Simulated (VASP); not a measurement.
Input:

```
CELL_PARAMETERS angstrom
      3.47212     0.00000     0.00000
     -1.73606     3.00694     0.00000
      0.00000     0.00000     5.68192
ATOMIC_POSITIONS crystal
  Co 0.33333 0.66667 0.99934
  Co 0.66667 0.33333 0.49934
  P  0.33333 0.66667 0.37566
  P  0.66667 0.33333 0.87566
```

All values below come from PBEsol GGA, VASP's PBE PAW potentials (set 64) (plane waves; VASP 6.6.1). Numerical set-up: 400 eV cut-off, Gaussian smearing of 0.050 eV, potentials Co P.

Q: Predict the band gap (along the path) with the smallest direct gap where there is one.

A: 
The band gap (along the path) is none (metal, semimetal or under 0.01 eV).

The absolute energy has meaning only against runs of the same code, potentials and settings.

The structure was generated: CoP was put into the wurtzite type (P6_3mc), which need not be its known phase. It was relaxed first, which changed the volume by -24 %. The run is not spin-polarised, so no magnetic state was tried.
